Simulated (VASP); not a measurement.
```
CELL_PARAMETERS angstrom
      0.00000     2.10500     2.10500
      2.10500     0.00000     2.10500
      2.10500     2.10500     0.00000
ATOMIC_POSITIONS crystal
  Mg 0.00000 0.00000 0.00000
  O  0.50000 0.50000 0.50000
```

Computed with PBEsol GGA, VASP's PBE PAW potentials (set 64) (plane waves; VASP). Numerical set-up: 520 eV cut-off, 11×11×11 Γ-centred mesh, Gaussian smearing of 0.010 eV, potentials Mg O.

### Question
Give the electronic dielectric tensor ε∞ (DFPT, local fields included).

### Answer

```
3.16  0.00  0.00
0.00  3.16  0.00
0.00  0.00  3.16
```

### Question
Give the Born effective charges.

### Answer

| atom | Z*xx | Z*yy | Z*zz | mean |
|---|---|---|---|---|
| Mg1 | 1.97 | 1.97 | 1.97 | 1.97 |
| O2 | -1.97 | -1.97 | -1.97 | -1.97 |

### Question
And the static tensor with the ions free?

### Answer

```
10.0  0.00  0.00
0.00  10.0  0.00
0.00  0.00  10.0
```

### Question
Which frequencies do the optical Γ-point modes have (no LO-TO splitting)?

### Answer
393 (×3) cm⁻¹.

The compound is MgO in the rock salt structure. The cell was not relaxed at this level.
